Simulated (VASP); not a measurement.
Output of a VASP run:

File OSZICAR:
```
       N       E                     dE             d eps       ncg     rms          rms(c)
DAV:   1     0.652864074338E+02    0.65286E+02   -0.59454E+03   504   0.104E+03
DAV:   2    -0.128529367358E+02   -0.78139E+02   -0.71957E+02   764   0.161E+02
DAV:   3    -0.187339706116E+02   -0.58810E+01   -0.58592E+01   648   0.509E+01
DAV:   4    -0.188195668878E+02   -0.85596E-01   -0.85544E-01   636   0.747E+00
DAV:   5    -0.188212962847E+02   -0.17294E-02   -0.17293E-02   636   0.108E+00    0.531E+00
DAV:   6    -0.179450830044E+02    0.87621E+00   -0.18315E+00   528   0.700E+00    0.406E+00
DAV:   7    -0.178668660693E+02    0.78217E-01   -0.35479E-01   620   0.315E+00    0.274E+00
DAV:   8    -0.178720689997E+02   -0.52029E-02   -0.18736E-02   580   0.117E+00    0.889E-01
DAV:   9    -0.178713490285E+02    0.71997E-03   -0.14645E-03   636   0.289E-01    0.206E-01
DAV:  10    -0.178717498434E+02   -0.40081E-03   -0.51005E-04   548   0.155E-01    0.198E-02
DAV:  11    -0.178717679998E+02   -0.18156E-04   -0.21652E-05   640   0.323E-02    0.291E-02
DAV:  12    -0.178717686931E+02   -0.69327E-06   -0.71897E-06   560   0.152E-02
   1 F= -.17871769E+02 E0= -.17871769E+02  d E =-.178718E+02
```

### OUTCAR
```
------------------------ aborting loop because EDIFF is reached ----------------------------------------
  FORCE on cell =-STRESS in cart. coord.  units (eV):
  Direction    XX          YY          ZZ          XY          YZ          ZX
  --------------------------------------------------------------------------------------
  Total       -0.0088640     -0.0088640     -0.0490946      0.0000000      0.0000000     -0.0000000
  in kB       -0.1575130     -0.1575130     -0.8724135      0.0000000      0.0000000     -0.0000000
  external PRESSURE =      -0.3958132 kB  Pullay stress =       0.0000000 kB
  volume of cell :       90.16
      direct lattice vectors                 reciprocal lattice vectors
     4.022514038  0.000000000  0.000000000     0.248600748  0.143529706  0.000000000
    -2.011257019  3.483599412  0.000000000     0.000000000  0.287059412  0.000000000
     0.000000000  0.000000000  6.434229422     0.000000000  0.000000000  0.155418766
 POSITION                                       TOTAL-FORCE (eV/Angst)
 -----------------------------------------------------------------------------------
     -0.00000      2.32240      6.41460         0.000000     -0.000000     -0.007826
      2.01126      1.16120      3.19748         0.000000      0.000000     -0.007826
     -0.00000      2.32240      2.43247        -0.000000      0.000000      0.007826
      2.01126      1.16120      5.64958         0.000000      0.000000      0.007826
 -----------------------------------------------------------------------------------
    total drift:                               -0.000983      0.000567      0.000439
  FREE ENERGIE OF THE ION-ELECTRON SYSTEM (eV)
  ---------------------------------------------------
  free  energy   TOTEN  =       -17.8717686931 eV

  energy  without entropy=      -17.8717686931  energy(sigma->0) =      -17.87176869

 reached required accuracy - stopping structural energy minimisation
```
(Selected blocks of OUTCAR.)

### POSCAR
```
MgS
1
    4.0225140378     0.0000000000    -0.0000000000
   -2.0112570189     3.4835994124    -0.0000000000
    0.0000000000     0.0000000000     6.4342294222
Mg S
2 2
Direct
  0.3333330000   0.6666670000   0.9969486712
  0.6666670000   0.3333330000   0.4969486712
  0.3333330000   0.6666670000   0.3780513288
  0.6666670000   0.3333330000   0.8780513288
```

Question: Write an INCAR and KPOINTS that could have produced this output.

Answer: One answer among several that fit: the input of the run itself, PBEsol GGA, plane waves, VASP's PBE PAW potentials (set 64).

INCAR:
```
# general
SYSTEM = MgS
PREC   = Accurate
ENCUT  = 500
LREAL  = .FALSE.
LASPH  = .TRUE.

# electronic loop
EDIFF  = 1E-6
NELM   = 100
ALGO   = Normal

# smearing
ISMEAR = 0
SIGMA  = 0.05

# functional
GGA    = PS

# ions
IBRION = 2
NSW    = 40
ISIF   = 3
EDIFFG = -0.02

# output
LWAVE  = .FALSE.
LCHARG = .FALSE.
```

**KPOINTS**
```
Automatic mesh
0
Gamma
6 6 4
0 0 0
```

POTCAR, in this order: Mg S (PBE.64 set). Program: vasp_std.

The structure was generated: MgS was put into the wurtzite type (P6_3mc), which need not be its known phase. It was relaxed first.
